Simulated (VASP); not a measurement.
Level of theory: PBE GGA with D3 dispersion (zero damping), VASP's PBE PAW potentials (set 64) (plane waves; VASP 6.6.1).

VASP input:

### KPOINTS
```
K-points
0
gamma
7 7 7
```

**INCAR**
```
PREC = Accurate
ISIF = 2
LWAVE = .FALSE.
SYSTEM = PbF2
ENCUT = 520   # plane-wave cut-off (eV)
ALGO = Normal   # blocked Davidson
IVDW = 11
SIGMA = 0.05
GGA = PE   # PBE
LASPH = .TRUE.   # aspherical one-centre terms
EDIFF = 1E-7   # SCF stop (eV)
ISMEAR = 0
LMAXMIX = 4
NELM = 100   # most electronic steps
LREAL = .FALSE.
LCHARG = .FALSE.
```

**POSCAR**
```
PbF2
1
    0.0000000000     3.0484923505     3.0484923505
    3.0484923505     0.0000000000     3.0484923505
    3.0484923505     3.0484923505     0.0000000000
Pb F
1 2
Direct
  0.0000000000   0.0000000000   0.0000000000
  0.2500000000   0.2500000000   0.2500000000
  0.7500000000   0.7500000000   0.7500000000
```

POTCAR, in this order: Pb_d F (PBE.64 set). Program: vasp_std.

Output

OSZICAR:
```
       N       E                     dE             d eps       ncg     rms          rms(c)
DAV:   1     0.305846032998E+03    0.30585E+03   -0.15127E+04   720   0.174E+03
DAV:   2     0.117591421652E+02   -0.29409E+03   -0.28253E+03   852   0.458E+02
DAV:   3    -0.155271946137E+02   -0.27286E+02   -0.26958E+02   820   0.152E+02
DAV:   4    -0.164200725434E+02   -0.89288E+00   -0.89166E+00   780   0.290E+01
DAV:   5    -0.164512400982E+02   -0.31168E-01   -0.31166E-01   828   0.549E+00    0.818E+00
DAV:   6    -0.143555360202E+02    0.20957E+01   -0.11303E+01   928   0.270E+01    0.292E+00
DAV:   7    -0.143387668805E+02    0.16769E-01   -0.52461E-01   724   0.482E+00    0.162E+00
DAV:   8    -0.143287550470E+02    0.10012E-01   -0.11789E-01   722   0.398E+00    0.490E-01
DAV:   9    -0.143266523435E+02    0.21027E-02   -0.22373E-02   794   0.108E+00    0.110E-01
DAV:  10    -0.143278763562E+02   -0.12240E-02   -0.23543E-03   720   0.600E-01    0.392E-02
DAV:  11    -0.143278271895E+02    0.49167E-04   -0.20914E-04   774   0.176E-01    0.201E-02
DAV:  12    -0.143278355589E+02   -0.83693E-05   -0.10274E-04   848   0.108E-01    0.121E-02
DAV:  13    -0.143278344159E+02    0.11429E-05   -0.35124E-05   764   0.624E-02    0.575E-03
DAV:  14    -0.143278340261E+02    0.38979E-06   -0.33170E-06   780   0.137E-02    0.674E-04
DAV:  15    -0.143278340694E+02   -0.43237E-07   -0.73775E-08   468   0.228E-03
   1 F= -.14618484E+02 E0= -.14618484E+02  d E =-.225338E-11
```

**OUTCAR**
```
------------------------ aborting loop because EDIFF is reached ----------------------------------------
 Edisp (eV)   -0.29065
  FORCE on cell =-STRESS in cart. coord.  units (eV):
  Direction    XX          YY          ZZ          XY          YZ          ZX
  --------------------------------------------------------------------------------------
  Total      -1.17926    -1.17926    -1.17926     0.00000     0.00000     0.00000
  in kB     -33.34542   -33.34542   -33.34542     0.00000     0.00000     0.00000
  external pressure =      -33.35 kB  Pullay stress =        0.00 kB
  volume of cell :       56.66
      direct lattice vectors                 reciprocal lattice vectors
     0.000000000  3.048492351  3.048492351    -0.164015501  0.164015501  0.164015501
     3.048492351  0.000000000  3.048492351     0.164015501 -0.164015501  0.164015501
     3.048492351  3.048492351  0.000000000     0.164015501  0.164015501 -0.164015501
 POSITION                                       TOTAL-FORCE (eV/Angst)
 -----------------------------------------------------------------------------------
      0.00000      0.00000      0.00000         0.000000      0.000000     -0.000000
      1.52425      1.52425      1.52425        -0.000000     -0.000000     -0.000000
      4.57274      4.57274      4.57274         0.000000      0.000000      0.000000
 -----------------------------------------------------------------------------------
    total drift:                                0.000000     -0.000000      0.000000
  FREE ENERGIE OF THE ION-ELECTRON SYSTEM (eV)
  ---------------------------------------------------
  free  energy   TOTEN  =       -14.6184838855 eV

  energy  without entropy=      -14.6184838855  energy(sigma->0) =      -14.61848389
```
(Selected blocks of OUTCAR.)

The compound is PbF2 in the fluorite structure, the β form. This cell is one point of a volume scan, at 1.06 of the reference volume.
